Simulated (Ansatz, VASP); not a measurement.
# SrCl2: VASP beside Ansatz

One calculation is typed for both programs; each brings its own data sets and cutoff. How far apart do they land?

Method: plane waves, with VASP 6.6.1 beside it; single point at PBE, dielectric response at PBE and single point at LDA, in Ansatz 0.2.0.

### 1. The structure

Symmetry: Fm-3m, No. 225, cubic system. The conventional cell has a = 6.977 Å, b = 6.977 Å, c = 6.977 Å, α = 90.00°, β = 90.00°, γ = 90.00°. Nearest to Sr lie 8 Cl at 3.02 Å. Nearest to Cl lie 4 Sr at 3.02 Å. Farther neighbours and most contacts between anions are not listed.

Structure file:

```cif
data_structure
_symmetry_space_group_name_H-M 'Fm-3m'
_symmetry_Int_Tables_number 225
_cell_length_a 6.9767
_cell_length_b 6.9767
_cell_length_c 6.9767
_cell_angle_alpha 90.000
_cell_angle_beta 90.000
_cell_angle_gamma 90.000
_cell_volume 339.59
loop_
_atom_site_label
_atom_site_type_symbol
_atom_site_symmetry_multiplicity
_atom_site_Wyckoff_symbol
_atom_site_fract_x
_atom_site_fract_y
_atom_site_fract_z
_atom_site_occupancy
Sr1 Sr 4 a 0.00000 0.00000 0.00000 1
Cl1 Cl 8 c 0.25000 0.25000 0.75000 1
```

### 2. VASP: single point, PBE

A single point gives forces, pressure and levels at one fixed geometry, so differences don't come from the geometry; what else differs is listed under the comparison.

Lines of VASP's logs that name or quote its potential files are left out, and so is its time.

Contents of INCAR:

```
SYSTEM = SrCl2
PREC = Accurate
ENCUT = 400
EDIFF = 1E-07
NELM = 100
ISMEAR = 0
SIGMA = 0.05
LREAL = .FALSE.
ALGO = Normal
GGA = PE
NBANDS = 18
LORBIT = 11
LWAVE = .FALSE.
LCHARG = .FALSE.
KPAR = 4
```

Contents of POSCAR:

```
SrCl2
1.0
    0.0000000000      3.4883500000      3.4883500000
    3.4883500000      0.0000000000      3.4883500000
    3.4883500000      3.4883500000      0.0000000000
Sr Cl
1 2
Direct
    0.0000000000      0.0000000000      0.0000000000
    0.7500000000      0.7500000000      0.7500000000
    0.2500000000      0.2500000000      0.2500000000
```

Contents of KPOINTS:

```
Automatic mesh
0
Gamma
6 6 6
0 0 0
```

PAW data sets: Sr_sv and Cl (PBE family, release 64).

Command:

```
$ mpirun -np 4 vasp_std
```

Numbers of over 12 decimals in the logs are rounded to 6 here.

The program printed:

```text
[banner, memory and clock lines left out]
running    4 mpi-ranks, on    1 nodes
 distrk:  each k-point on    1 cores,    4 groups
 distr:  one band on    1 cores,    1 groups

 POSCAR found type information on POSCAR SrCl
 POSCAR found :  2 types and       3 ions
 LDA part: xc-table for (Slater+PW92), standard interpolation
 POSCAR, INCAR and KPOINTS ok, starting setup
 FFT: planning ... GRIDC
 FFT: planning ... GRID_SOFT
 FFT: planning ... GRID
 WAVECAR not read
 entering main loop
       N       E                     dE             d eps       ncg     rms          rms(c)
DAV:   1     0.124674723062E+03    0.12467E+03   -0.99699E+03   576   0.975E+02
DAV:   2    -0.537643511154E+01   -0.13005E+03   -0.12695E+03   750   0.210E+02
DAV:   3    -0.128768871339E+02   -0.75005E+01   -0.74826E+01   802   0.518E+01
DAV:   4    -0.130546273622E+02   -0.17774E+00   -0.17759E+00   940   0.689E+00
DAV:   5    -0.130582350671E+02   -0.36077E-02   -0.36066E-02   838   0.749E-01    0.130E+01
DAV:   6    -0.127626221349E+02    0.29561E+00   -0.65407E-01   688   0.451E+00    0.838E+00
DAV:   7    -0.127716976602E+02   -0.90755E-02   -0.38557E-01   814   0.371E+00    0.206E+00
DAV:   8    -0.127770995684E+02   -0.54019E-02   -0.57699E-02   698   0.131E+00    0.359E-01
DAV:   9    -0.127784361459E+02   -0.13366E-02   -0.23012E-03   824   0.284E-01    0.129E-01
DAV:  10    -0.127796712647E+02   -0.12351E-02   -0.95229E-04   642   0.180E-01    0.360E-02
DAV:  11    -0.127797774477E+02   -0.10618E-03   -0.89070E-05   774   0.517E-02    0.414E-02
DAV:  12    -0.127797921654E+02   -0.14718E-04   -0.17352E-05   646   0.213E-02    0.390E-03
DAV:  13    -0.127797943148E+02   -0.21494E-05   -0.31133E-06   768   0.944E-03    0.421E-03
DAV:  14    -0.127797941642E+02    0.15061E-06   -0.58540E-07   640   0.452E-03    0.200E-03
DAV:  15    -0.127797942230E+02   -0.58757E-07   -0.14729E-08   730   0.881E-04
   1 F= -.12779794E+02 E0= -.12779794E+02  d E =-.190899E-22
```

Parts of OUTCAR (step 2):

```text
ion  position               nearest neighbor table
   1  0.000  0.000  0.000-   2 3.02   2 3.02   2 3.02   2 3.02   3 3.02   3 3.02   3 3.02   3 3.02

  LATTYP: Found a face centered cubic cell.
 ALAT       =     6.9767000000

 Subroutine GETGRP returns: Found 48 space group operations
 (whereof 48 operations were pure point group operations)

The static configuration has the point symmetry O_h .

 Found     16 irreducible k-points:

   k-points           NKPTS =     16   k-points in BZ     NKDIM =     16   number of bands    NBANDS=     18

   dimension x,y,z NGX =    32 NGY =   32 NGZ =   32
   dimension x,y,z NGXF=    64 NGYF=   64 NGZF=   64

   ENCUT  =  400.0 eV  29.40 Ry    5.42 a.u.   8.04  8.04  8.04*2*pi/ulx,y,z

   NELECT =      24.0000    total number of electrons

 k-points in reciprocal lattice and weights: Automatic mesh
   0.00000000  0.00000000  0.00000000       0.005
   0.16666667  0.00000000  0.00000000       0.037
   0.33333333  0.00000000  0.00000000       0.037
   0.50000000  0.00000000  0.00000000       0.019
   0.16666667  0.16666667  0.00000000       0.028
   0.33333333  0.16666667  0.00000000       0.111
   0.50000000  0.16666667  0.00000000       0.111
  -0.33333333  0.16666667  0.00000000       0.111
  -0.16666667  0.16666667  0.00000000       0.056
[...]
-0.33333333  0.33333333  0.16666667       0.111
  -0.33333333  0.50000000  0.16666667       0.056

 average (electrostatic) potential at core
       1 -38.7493       2 -93.1264       3 -93.1264

 E-fermi :   0.4872

 k-point     1 :       0.0000    0.0000    0.0000
  band No.  band energies     occupation
    ...
      8      -1.9723      2.00000
      9      -1.9723      2.00000
     10      -0.1834      2.00000
     11      -0.1834      2.00000
     12      -0.1834      2.00000
     13       5.4885      0.00000
     14       6.2495      0.00000
     15       6.2495      0.00000
     16       9.1879      0.00000
     17       9.1879      0.00000
    ...

 k-point     2 :       0.1667    0.0000    0.0000
  band No.  band energies     occupation
    ...
      8      -1.8711      2.00000
      9      -1.7869      2.00000
     10      -0.4940      2.00000
     11      -0.3325      2.00000
     12      -0.3325      2.00000
     13       6.0799      0.00000
     14       6.4566      0.00000
     15       6.4566      0.00000
     16       8.1758      0.00000
     17       8.9002      0.00000
    ...

 k-point     3 :       0.3333    0.0000    0.0000
  band No.  band energies     occupation
    ...
      8      -1.6154      2.00000
      9      -1.4344      2.00000
     10      -1.0131      2.00000
     11      -0.6625      2.00000
     12      -0.6625      2.00000
     13       6.7754      0.00000
     14       6.7754      0.00000
     15       6.9866      0.00000
     16       8.1634      0.00000
     17       8.7383      0.00000
    ...

  Total        0.5607975      0.5607975      0.5607975      0.0000000      0.0000000      0.0000000
  in kB       10.5834317     10.5834317     10.5834317      0.0000000      0.0000000      0.0000000
  external PRESSURE =      10.5834317 kB  Pullay stress =       0.0000000 kB

  energy-cutoff  :      400.00
  volume of cell :       84.90
      direct lattice vectors                 reciprocal lattice vectors
     0.000000000  3.488350000  3.488350000    -0.143334241  0.143334241  0.143334241
     3.488350000  0.000000000  3.488350000     0.143334241 -0.143334241  0.143334241
     3.488350000  3.488350000  0.000000000     0.143334241  0.143334241 -0.143334241

 POSITION                                       TOTAL-FORCE (eV/Angst)
 -----------------------------------------------------------------------------------
      0.00000      0.00000      0.00000        -0.000000      0.000000      0.000000
      5.23252      5.23252      5.23252        -0.000000     -0.000000      0.000000
      1.74418      1.74418      1.74418         0.000000      0.000000     -0.000000
 -----------------------------------------------------------------------------------
    total drift:                                0.000000     -0.000000      0.000000

  FREE ENERGIE OF THE ION-ELECTRON SYSTEM (eV)
  ---------------------------------------------------
  free  energy   TOTEN  =       -12.7797942230 eV

  energy  without entropy=      -12.7797942230  energy(sigma->0) =      -12.77979422

 total charge
# of ion       s       p       d       tot
------------------------------------------
    1        1.997   5.768   0.153   7.917
    2        1.592   3.583   0.000   5.175
    3        1.592   3.583   0.000   5.175
--------------------------------------------------
tot          5.181  12.933   0.153  18.267

[... 3 further parts left out ...]
```

The run ends at a pressure of 1.06 GPa.

### 3. Ansatz: single point, PBE

Ansatz runs on its default PAW (the set named soft_2) files.

The same cell, functional, mesh and smearing now go to Ansatz, which takes its cutoff from its data sets.

Contents of input.yaml:

```yaml
crystal:
  lattice:
    - [0.0, 3.48835, 3.48835]
    - [3.48835, 0.0, 3.48835]
    - [3.48835, 3.48835, 0.0]
  atoms:
    - { symbol: Sr, position: [0.0, 0.0, 0.0] }
    - { symbol: Cl, position: [0.75, 0.75, 0.75] }
    - { symbol: Cl, position: [0.25, 0.25, 0.25] }
hamiltonian:
  xc: pbe
  pseudopotentials: { kind: paw }
kpoints:
  mp_grid: { grid: [6, 6, 6] }
scf:
  occupations: { method: gaussian, width: 0.05 }
  n_extra_bands: 4
output:
  forces: true
  stress: true
  eigenvalues: true
  write_density: true
  write_potential: true
  elf: true
  volumetric_format: npy
```

Command:

```
$ ansatz run input.yaml --threads 2 --pin off --max-ram 4608MiB --backend cpu --events-out ev --progress --plain --runs-dir out
```

The program printed:

```text
scf.n_extra_bands = 4 over 12 filled bands (N_el = 24.0): the run solves 16 bands
Engine: ansatz 0.2.0, aarch64-unknown-linux-gnu
Pseudopotentials: kind: paw
Pseudopotential: Sr, paw, valence charge 10, recommended cutoff 420 eV (normal), Sr.paw.azcp
Pseudopotential: Cl, paw, valence charge 7, recommended cutoff 420 eV (normal), Cl.paw.azcp
Functional definition: PBE
  parameter kappa = 0.804
  parameter beta = 0.066725
  exchange = pbe_x(kappa = kappa, mu = beta*pi^2/3)
  correlation = pbe_c(beta = beta)
Crystal: 3 atoms, lattice volume = 84.897 Å³
Basis set: ecut = 420 eV, 1639 PW (Γ), exchange–correlation on 72×72×72 points (8 copies of the dense FFT grid, shifted against one another)
Bands: 16, of which v1, the nominal top of the filled ones, is band 12 counted from 1 (11 counted from 0)
Symmetry: 48 space group operations
Space group: Fm-3m (ITA 225), of the structure as read, at distance tolerance 4.4e-5 Å
k-points: 16 of 216
Non-local potential: Sr, projectors of the file, l = 0: 3, l = 1: 2, l = 2: 2
Non-local potential: Cl, projectors of the file, l = 0: 2, l = 1: 2, l = 2: 2
PAW form: soft (Blöchl's): semilocal exchange-correlation on the pseudo side does not see the compensation charge
PAW one-centre angular grid: Sr, 110 points (default); XC on 64 Gauss nodes
PAW one-centre angular grid: Cl, 110 points (default); XC on 64 Gauss nodes
Initial density: superposition of atomic densities (neutral atoms: chi_scale 0, normalization atom), corrected by the library's trained network
Initial wavefunctions: pseudopotential atomic-orbital guess
Functional: x = pbe(κ = 0.804, μ = 0.219515), c = pbe(β = 0.066725)
SCF iter   1: F=—  HF=-5710.723603 eV  |F-HF|=—  |Δ(HF+E_count)|=         —  Δρ=3.46e-4  dr2=5.33e-5  ethr=1.77e-3  ⟨swp⟩=9.4  Hψ=1866  notcnv=0
preconditioner: auto → none  [insulator: Δε(μ)=5.343 eV  Ē_g=14.081 eV  σ=0.050 eV  W_gap=1.00  n_scr=14 (ndim 8)  ℏωp=18.9 eV  f_vac=0.093  D(μ)=0.00/eV (n_scr^D=0)  ε∞_Penn≈2.8]
SCF iter   2: F=—  HF=-5710.724785 eV  |F-HF|=—  |Δ(HF+E_count)|=   1.18e-3  Δρ=1.79e-4  dr2=1.13e-5  ethr=2.22e-7  ⟨swp⟩=3.6  Hψ=800  notcnv=0
SCF iter   3: F=—  HF=-5710.724823 eV  |F-HF|=—  |Δ(HF+E_count)|=   3.78e-5  Δρ=8.83e-5  dr2=2.31e-6  ethr=4.73e-8  ⟨swp⟩=2.1  Hψ=374  notcnv=0
SCF iter   4: F=—  HF=-5710.724848 eV  |F-HF|=—  |Δ(HF+E_count)|=   2.47e-5  Δρ=2.25e-5  dr2=1.63e-7  ethr=9.62e-9  ⟨swp⟩=2.0  Hψ=432  notcnv=0
iter 5 did not close the SCF: its close was put off for the readings that it lacked (scf_convergence_deferred on its scf_iter line)
SCF iter   5: F=-5710.724850 eV  HF=-5710.724850 eV  |F-HF|=9.51e-8  |Δ(HF+E_count)|=   2.35e-6  Δρ=8.16e-6  dr2=3.75e-8  ethr=6.81e-10  ⟨swp⟩=2.0  Hψ=448  notcnv=0
SCF iter   6: F=-5710.724850 eV  HF=-5710.724850 eV  |F-HF|=2.02e-9  |Δ(HF+E_count)|=   1.12e-7  Δρ=3.08e-6  dr2=5.77e-9  ethr=1.56e-10  ⟨swp⟩=7.8  Hψ=1913  notcnv=0
SCF 1 converged in 6 iterations: F = -5710.724850 eV  dr2 = 5.77e-9
  greatest PAW one-centre occupation: 0.986 electrons in one spin orbital (limit 2), on the Sr atom at site 0 (counted from 0), in its partial waves of l = 0
SCF converged after 6 iterations
Free energy (F): -5710.724850 eV
Harris-Foulkes:  -5710.724850 eV  (|F-HF|=2.02e-9)
Internal energy: -5710.724850 eV  (E = F + TS)
E sigma→0 (E₀):  -5710.724850 eV
Fermi energy:    5.770700 eV
--- Per-component energies (eV) ---
  E_band       = -146.970402
  E_kinetic    = 568.634982
  E_local      = -1182.081784  (includes V_loc(G=0)·N_el)
  E_nonlocal   = 258.819993
  E_hartree    = 325.116811
  E_xc         = -389.085109
  E_vxc        = -408.033358  (∫ρ·V_xc dr)
  E_paw        = -4013.362287  (= ΣΔE_a)
  E_vpaw       = -34.545716  (= ΣTr[D̂ρ^β])
  E_aug_tail   = 0.000179  (compensation charges beyond the density's cutoff)
  E_ewald      = -1278.767635
  E_smearing   = -0.000000  (= −TS)
  E_closure    = 0.000000  (closes the sum)
  Σ components = -5710.724850   (vs F -5710.724850, Δ=0.00e0)
--- Forces (eV/Å), atoms counted from 1 ---
  atom   1  Sr    -0.00000000     0.00000000     0.00000000
  atom   2  Cl     0.00000000    -0.00000000    -0.00000000
  atom   3  Cl    -0.00000000     0.00000000    -0.00000000
  max |Σ_I F_I| component: 5.78e-19 eV/Å
--- Stress (GPa, compression-positive) ---
        0.988078       0.000000      -0.000000
        0.000000       0.988078       0.000000
        0.000000       0.000000       0.988078
  P = ⅓ Tr σ = 0.9881 GPa (9.881 kbar)
--- Band table (eV; the first three rows and the last of 16) ---
  k-point 0: bands = [... 8 lower, 0.9810, 2.7647, 2.7647, 2.7647, 8.4421, 9.2018, 9.2018, 12.0709]
  k-point 1: bands = [... 8 lower, 1.1656, 2.4552, 2.6164, 2.6164, 9.0331, 9.4098, 9.4098, 11.1007]
  k-point 2: bands = [... 8 lower, 1.5164, 1.9375, 2.2875, 2.2875, 9.7327, 9.7327, 9.9355, 11.1038]
  k-point 15: bands = [... 8 lower, 1.5464, 2.2741, 2.7621, 3.0289, 9.0684, 10.2133, 10.3682, 10.5314]
```

The job ended after 0.99 s (2 threads of Arm Neoverse V2, shared host; peak memory 0.32 GiB; 1.8 s of CPU time).

The column dr2 measures how far the density is from self-consistency, as an energy; F and HF (Harris–Foulkes) agree once it is small.

The run ends at a pressure of 0.99 GPa.

### 4. Differences

Known differences besides the potentials themselves: the cutoff is 420 eV in Ansatz and 400 eV in VASP; VASP leaves aspherical gradient terms in its spheres out (LASPH is not set), Ansatz keeps them. Total energies have different zeros and are not compared.

Both answers:

| quantity | Ansatz | VASP | difference |
| --- | --- | --- | --- |
| pressure (GPa) | 0.99 | 1.06 | -0.07 |
| gap on the k mesh (eV) | 5.343 | 5.335 | +0.009 |

A gap on the mesh is an upper bound, since the band edges may lie between its points.

### 5. VASP: dielectric response, PBE

The response to a field tests empty states and converges slowly with the mesh.

Contents of INCAR:

```
SYSTEM = SrCl2
PREC = Accurate
ENCUT = 400
EDIFF = 1E-08
NELM = 100
ISMEAR = 0
SIGMA = 0.01
LREAL = .FALSE.
ALGO = Normal
GGA = PE
NBANDS = 18
LWAVE = .FALSE.
LCHARG = .FALSE.
KPAR = 4
LEPSILON = .TRUE.
```

POSCAR is that of step 2.

Contents of KPOINTS:

```
Automatic mesh
0
Gamma
8 8 8
0 0 0
```

Command:

```
$ mpirun -np 4 vasp_std
```

The program printed:

```text
[... set-up lines as in an earlier step ...]
 entering main loop
       N       E                     dE             d eps       ncg     rms          rms(c)
DAV:   1     0.126864535291E+03    0.12686E+03   -0.10050E+04  1044   0.976E+02
DAV:   2    -0.530573079140E+01   -0.13217E+03   -0.12875E+03  1366   0.213E+02
DAV:   3    -0.128039546427E+02   -0.74982E+01   -0.74796E+01  1338   0.523E+01
DAV:   4    -0.130560870106E+02   -0.25213E+00   -0.25188E+00  1838   0.814E+00
[...]
DAV:  15    -0.127798150028E+02   -0.36106E-07   -0.15181E-08  1454   0.877E-04    0.674E-04
DAV:  16    -0.127798150362E+02   -0.33407E-07   -0.31738E-09   962   0.420E-04    0.137E-04
DAV:  17    -0.127798150458E+02   -0.95590E-08   -0.46131E-10   794   0.158E-04
   1 F= -.12779815E+02 E0= -.12779815E+02  d E =-.305224E-11
 Linear response reoptimize wavefunctions to high precision
DAV:   1    -0.127798150460E+02   -0.17053E-09   -0.15312E-10   800   0.731E-05
DAV:   2    -0.127798150460E+02    0.20009E-10   -0.25656E-11   706   0.317E-05
 Linear response G [H, r] |phi>, progress :
  Direction:   1
[...]
RMM:  14    -0.504209563584E+00   -0.11619E-06   -0.20045E-07  4933   0.363E-04    0.321E-05
RMM:  15    -0.504209723962E+00   -0.16038E-06   -0.41204E-07  4271   0.229E-04    0.943E-06
 change of polarisation eV/A/(eV/A) component  2 :     0.002     0.902    -0.005
 dielectric tensor                  component  2 :     0.004     2.922    -0.011
 Linear response to external field, progress :
  Direction:   3
       N       E                     dE             d eps       ncg     rms          rms(c)
RMM:   1    -0.499220586142E+00   -0.49922E+00   -0.14048E+00  4523   0.371E+00
RMM:   2    -0.518846008206E+00   -0.19625E-01   -0.47970E-02  4462   0.914E-01    0.173E+00
RMM:   3    -0.465409808626E+00    0.53436E-01   -0.12167E-01  3991   0.153E+00    0.892E-01
RMM:   4    -0.481116336800E+00   -0.15707E-01   -0.64699E-02  4208   0.115E+00    0.350E-01
[...]
RMM:  13    -0.504209066695E+00    0.48927E-06   -0.73184E-07  4947   0.604E-04    0.114E-04
RMM:  14    -0.504209168478E+00   -0.10178E-06   -0.45991E-07  4931   0.356E-04    0.262E-05
RMM:  15    -0.504209297904E+00   -0.12943E-06   -0.13380E-07  4275   0.222E-04    0.876E-06
 change of polarisation eV/A/(eV/A) component  3 :    -0.001    -0.001     0.902
 dielectric tensor                  component  3 :    -0.003    -0.002     2.922
 Born effective charges drift removed
```

From OUTCAR (step 5):

```text
  Total        0.5603942      0.5603942      0.5603942     -0.0000000     -0.0000000      0.0000000
  in kB       10.5758208     10.5758208     10.5758208     -0.0000000     -0.0000000      0.0000000
  external PRESSURE =      10.5758208 kB  Pullay stress =       0.0000000 kB

 POSITION                                       TOTAL-FORCE (eV/Angst)
 -----------------------------------------------------------------------------------
      0.00000      0.00000      0.00000        -0.000000      0.000000     -0.000000
      5.23252      5.23252      5.23252        -0.000000     -0.000000     -0.000000
      1.74418      1.74418      1.74418         0.000000      0.000000      0.000000
 -----------------------------------------------------------------------------------
    total drift:                                0.000000     -0.000000      0.000000

 MACROSCOPIC STATIC DIELECTRIC TENSOR (including local field effects in DFT)
 ------------------------------------------------------
           2.922229    -0.000000    -0.000000
          -0.000000     2.922229    -0.000000
           0.000000     0.000000     2.922229
 ------------------------------------------------------

[... 1 part as in an earlier step ...]

[... 1 further part left out ...]
```

Energies printed during the response cycles are not total energies of the cell.

### 6. Ansatz: dielectric response, PBE

The same cell, functional and mesh now go to Ansatz, which takes its cutoff from its data sets.

input.yaml, the sections that differ from step 3:

```yaml
kpoints:
  mp_grid: { grid: [8, 8, 8] }
scf:
  occupations: { method: fixed }
dielectric:
  method: response
# crystal, hamiltonian: as in step 3
# output: removed
```

Command:

```
$ ansatz run input.yaml --threads 2 --pin off --max-ram 4608MiB --backend cpu --events-out ev --progress --plain --runs-dir out
```

The program printed:

```text
[...]
Crystal: 3 atoms, lattice volume = 84.897 Å³
Basis set: ecut = 420 eV, 1639 PW (Γ), exchange–correlation on 72×72×72 points (8 copies of the dense FFT grid, shifted against one another)
Bands: 16, of which v1, the nominal top of the filled ones, is band 12 counted from 1 (11 counted from 0)
Symmetry: 48 space group operations
k-points: 59 of 512 (irreducible under 8 space group operations, time reversal used)
[...]
0.00000    2.49612    0.00000
         0.00000   -0.00000    2.49612
    site 1:
        -1.24806   -0.00000    0.00000
        -0.00000   -1.24806   -0.00000
         0.00000    0.00000   -1.24806
    site 2:
        -1.24806   -0.00000    0.00000
        -0.00000   -1.24806   -0.00000
         0.00000    0.00000   -1.24806
  Z* charge neutrality: 2.449e-5 e pre-enforcement
  k-mesh period / interband length: 39.5 Å / 1.28 Å = 30.81 at k = (0.0000, 0.0000, 0.0000), direct gap 5.677 eV — 14 or more, which is no proof of convergence
[key lines of the parts left out:]
SCF converged after 8 iterations
Free energy (F): -5710.724850 eV
Fermi energy:    3.098771 eV
```

Wall time 12 s (2 threads); peak memory 0.53 GiB.

### 7. Differences

Both answers:

| quantity | Ansatz | VASP | difference |
| --- | --- | --- | --- |
| ε∞ xx | 2.92 | 2.92 | -0.18 % |
| ε∞ yy | 2.92 | 2.92 | -0.18 % |
| ε∞ zz | 2.92 | 2.92 | -0.18 % |
| Born charge of Sr1 (mean of the diagonal) (e) | 2.50 | 2.50 | 0.00 |
| Born charge of Cl2 (mean of the diagonal) (e) | -1.25 | -1.25 | 0.00 |

(Continued in part 2 of 2.)

[Lines on the potential files, build, host, timing and source positions are cut from VASP's logs without a mark.]

[Logs are printed without paths, hosts, clocks, repeated set-up lines and the standing remarks that a program may print on its own settings, such as how far it seeks lower states.]

[Hosts, paths, dates, database ids (printed as entryN), source tags and the programs' standing remarks are cut or masked in the printed files.]
